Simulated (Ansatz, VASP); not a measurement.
# Cross-check of SnSeS between VASP and Ansatz, part 3 of 3

Wanted: the spread between two codes on one cell, functional and k mesh. The cell is taken from a series of runs on this material, whose earlier steps may have relaxed, scaled, displaced or heated it; both programs get it as it stands.

VASP 6.6.1 and Ansatz 0.2.0.

So far: VASP: zone-centre phonons, PBEsol, pair 1; Ansatz: zone-centre phonons, PBEsol, pair 1; Differences; Ansatz: zone-centre phonons, PBEsol, pair 2; VASP: zone-centre phonons, PBEsol, pair 2; Comparison.

## 8. VASP: zone-centre phonons, PBEsol, pair 3

Level of this step: PBEsol; plane waves and PAW (Sn_d, S, Se) (VASP).

Second derivatives magnify differences that forces hide, and they need a tight electronic threshold.

File INCAR:

```
SYSTEM = SnSeS
PREC = Accurate
ENCUT = 500
EDIFF = 1E-08
NELM = 120
ISMEAR = 0
SIGMA = 0.01
LREAL = .FALSE.
ALGO = Normal
GGA = PS
NBANDS = 19
LORBIT = 11
LWAVE = .FALSE.
LCHARG = .FALSE.
ISIF = 2
IBRION = 8
LASPH = .TRUE.
GGA_COMPAT = .FALSE.
EFERMI = MIDGAP
NELMDL = -8
KPAR = 2
```

File POSCAR:

```
SnSeS
1.0
    3.6127962503      0.0000000000      0.0000000000
   -1.8063981251      3.2255395170      0.0000000000
    0.0000000000      0.0000000000     30.0000000000
Sn S Se
1 1 1
Direct
    0.9996155353      0.9992310707      0.3339282032
    0.3322531230      0.6645062460      0.3830116484
    0.6681313416      0.3362626833      0.2797268153
```

File KPOINTS:

```
Automatic mesh
0
Gamma
9 9 1
0 0 0
```

PAW data sets: Sn_d, S and Se (PBE family, release 64).

Launch:

```console
mpirun -np 2 vasp_std
```

Numbers of over 12 decimals in the logs are rounded to 6 here.

The log of the run:

```text
[... set-up lines as in an earlier step ...]
 entering main loop
       N       E                     dE             d eps       ncg     rms          rms(c)
DAV:   1     0.181577221994E+03    0.18158E+03   -0.10356E+04  1150   0.100E+03
DAV:   2     0.818627398688E+01   -0.17339E+03   -0.16834E+03  1281   0.222E+02
DAV:   3    -0.132933052202E+02   -0.21480E+02   -0.21413E+02  1228   0.916E+01
DAV:   4    -0.138903435344E+02   -0.59704E+00   -0.59609E+00  1340   0.182E+01
[...]
DAV:  28    -0.135174212200E+02   -0.49890E-07    0.34588E-10  1116   0.566E-05    0.239E-05
DAV:  29    -0.135174212508E+02   -0.30822E-07    0.33251E-10   942   0.463E-05    0.103E-05
DAV:  30    -0.135174212549E+02   -0.40855E-08    0.47734E-10   892   0.191E-05
   1 F= -.13517421E+02 E0= -.13517421E+02  d E =0.000000E+00
 Linear response reoptimize wavefunctions to high precision
DAV:   1    -0.135174212568E+02   -0.18558E-08    0.48814E-10   993   0.166E-05
DAV:   2    -0.135174212567E+02    0.78217E-10    0.48051E-10   753   0.664E-06
 Linear response DOF=           9
 Linear response progress:
[...]
RMM:   9    -0.782399882638E-01   -0.26904E-07   -0.23704E-10  2019   0.188E-04    0.215E-05
RMM:  10    -0.782398704705E-01    0.11779E-06    0.11303E-07  2042   0.714E-05    0.881E-06
RMM:  11    -0.782398694107E-01    0.10598E-08   -0.41601E-08  2034   0.349E-05    0.651E-06
 first order change of Fermi-energy   0.52696E+00
 force on displaced ion       3 direction 2 :  -0.000  -3.489   0.177
 Linear response progress:
  Degree of freedom:   9/  9
       N       E                     dE             d eps       ncg     rms          rms(c)
RMM:   1    -0.119818948392E+00   -0.11982E+00    0.54725E-02  2159   0.158E+00
RMM:   2    -0.117894589482E+00    0.19244E-02   -0.24674E-03  1716   0.264E-01    0.111E-01
RMM:   3    -0.117632853014E+00    0.26174E-03   -0.32913E-04  1858   0.994E-02    0.491E-02
RMM:   4    -0.117574075150E+00    0.58778E-04   -0.57755E-05  1932   0.437E-02    0.283E-02
[...]
RMM:  12    -0.117557448170E+00   -0.42307E-06   -0.54165E-07  1871   0.321E-04    0.737E-05
RMM:  13    -0.117557801019E+00   -0.35285E-06   -0.10837E-07  1994   0.282E-04    0.521E-05
RMM:  14    -0.117557800602E+00    0.41694E-09    0.18329E-08  1956   0.872E-05    0.459E-05
 first order change of Fermi-energy  -0.15730E+01
 force on displaced ion       3 direction 3 :   0.000   0.183 -10.309
 Linear response finished
```

Parts of OUTCAR (step 8):

```text
  Total        1.7118086      0.4015470      0.0249834      0.0000000     -0.0008770     -0.0000000
  in kB        7.8451040      1.8402630      0.1144972      0.0000000     -0.0040190     -0.0000000
  external PRESSURE =       3.2666214 kB  Pullay stress =       0.0000000 kB

 POSITION                                       TOTAL-FORCE (eV/Angst)
 -----------------------------------------------------------------------------------
      1.80640      3.22306     10.01785        -0.000000     -0.001959      0.012508
      0.00000      2.14339     11.49035         0.000000      0.000580      0.007771
      1.80640      1.08463      8.39180         0.000000      0.001378     -0.020280
 -----------------------------------------------------------------------------------
    total drift:                                0.000000     -0.000245      0.001013

[... 2 further parts left out ...]
```

## 9. Ansatz: zone-centre phonons, PBEsol, pair 3

The same cell, functional and mesh now go to Ansatz, which takes its cutoff from its data sets.

The cell is taken from a series of runs on this material, whose earlier steps may have relaxed, scaled, displaced or heated it; both programs get it as it stands.

File input.yaml:

```yaml
crystal:
  lattice:
    - [3.6127962503, 0.0, 0.0]
    - [-1.8063981251, 3.225539517, 0.0]
    - [0.0, 0.0, 30.0]
  atoms:
    - { symbol: Sn, position: [-0.0003844647, -0.0007689293, 0.3339282032] }
    - { symbol: S, position: [0.332253123, 0.664506246, 0.3830116484] }
    - { symbol: Se, position: [0.6681313417, 0.3362626833, 0.2797268153] }
  periodic: [true, true, false]
kpoints:
  mp_grid: { grid: [9, 9, 1] }
hamiltonian:
  xc: pbesol
  pseudopotentials: { kind: paw, azcp: { folder: soft_1 }, xc_functional: pbe }
scf:
  occupations: { method: fixed }
output:
  eigenvalues: true
phonons:
  method: dfpt
```

Launch:

```console
ansatz run input.yaml --threads 8 --pin off --max-ram 16384MiB --backend cpu --events-out ev --progress --plain --runs-dir out
```

The log of the run:

```text
zone centre: on kpoints.mp_grid the ground state, and the responses unless they are solved on pairs of k-points, stand on 25 of the mesh's 81 k-points, reduced under 2 symmetry operations, with k and −k counted as one. Each operation leaves every solved displacement unchanged or reverses it
[...]
Crystal: 3 atoms, lattice volume = 349.597 Å³
[...]
k-point 2: bands = [... 14 lower, -8.0598, -7.6330, -7.2154, -6.0560, -3.7400, -1.7217, -0.5838, -0.1660]
  k-point 24: bands = [... 14 lower, -9.6274, -8.3863, -7.5644, -6.7852, -3.9551, -1.2282, -0.5713, 0.0318]
  ° read free of the cell's end (the report's vacuum.weakly_bound_levels)
[...]
ASR residual: 3.833e-5 → 0.000e0 eV/Å²; symmetrization residual: 1.238e-5 eV/Å²
  ASR residual per site (eV/Å²): 3.76e-5 3.83e-5 1.73e-5
  Γ frequencies (cm⁻¹): 0.00 0.00 0.00 133.86 136.19 186.61 198.53 227.72 335.09
[...]
[key lines of the parts left out:]
SCF converged after 14 iterations
Free energy (F): -12259.997791 eV
Fermi energy:    -5.865853 eV
```

## 10. Differences

What differs besides the data sets and the points named for the pairs above, as far as they apply: the data sets hold 36 valence electrons in Ansatz (on its PAW soft_1 files) and 26 in VASP. Total energies have different zeros and are not compared.

The two programs side by side:

```csv
quantity,Ansatz,VASP,difference
optical mode 1 (cm⁻¹),133.9,134.2,-0.29 %
optical mode 2 (cm⁻¹),136.2,136.6,-0.31 %
optical mode 3 (cm⁻¹),186.6,185.3,+0.68 %
optical mode 4 (cm⁻¹),198.5,197.4,+0.59 %
optical mode 5 (cm⁻¹),227.7,228.3,-0.24 %
optical mode 6 (cm⁻¹),335.1,335.5,-0.12 %
```

Modes are paired by rising frequency, not by their patterns, so a pair may set unlike modes beside each other; they are those without the splitting of longitudinal modes. Where the cell holds vacuum, a pressure given here is an average over it and none of the material.

## 11. Results

```yaml
r_m_s_difference_of_the_optical_zone_centre_modes_each_program_s_sorted_by_frequency_zone_centre_phonons_pbesol_pair_1: 0.92 cm⁻¹
difference_in_optical_mode_3_to_4_zone_centre_phonons_pbesol_pair_1: +0.8 %
r_m_s_difference_of_the_optical_zone_centre_modes_each_program_s_sorted_by_frequency_zone_centre_phonons_pbesol_pair_2: 0.68 cm⁻¹
difference_in_optical_mode_3_to_4_zone_centre_phonons_pbesol_pair_2: +0.5 %
r_m_s_difference_of_the_optical_zone_centre_modes_each_program_s_sorted_by_frequency_zone_centre_phonons_pbesol_pair_3: 0.79 cm⁻¹
difference_in_optical_mode_3_zone_centre_phonons_pbesol_pair_3: +0.7 %
```

In words: The r.m.s. difference of the optical zone-centre modes, each program's sorted by frequency is 0.92 cm⁻¹ (zone-centre phonons, PBEsol, pair 1). The data sets hold unlike numbers of valence electrons (36 in Ansatz and 26 in VASP), so part of the differences may come from the potentials. Among the rows given in per cent, the largest difference of the zone-centre phonons, PBEsol, pair 1 pair is in optical mode 3 to 4, +0.8 %. Among the rows given in per cent, the largest difference of the zone-centre phonons, PBEsol, pair 2 pair is in optical mode 3 to 4, +0.5 %. Among the rows given in per cent, the largest difference of the zone-centre phonons, PBEsol, pair 3 pair is in optical mode 3, +0.7 %. How closely two codes agree says nothing of how well the functional describes the real material.

[Lines on the potential files, build, host, timing and source positions are cut from VASP's logs without a mark.]

[Logs are printed without paths, hosts, clocks, repeated set-up lines and the standing remarks that a program may print on its own settings, such as how far it seeks lower states.]

[Hosts, paths, dates, database ids (printed as entryN), source tags and the programs' standing remarks are cut or masked in the printed files.]
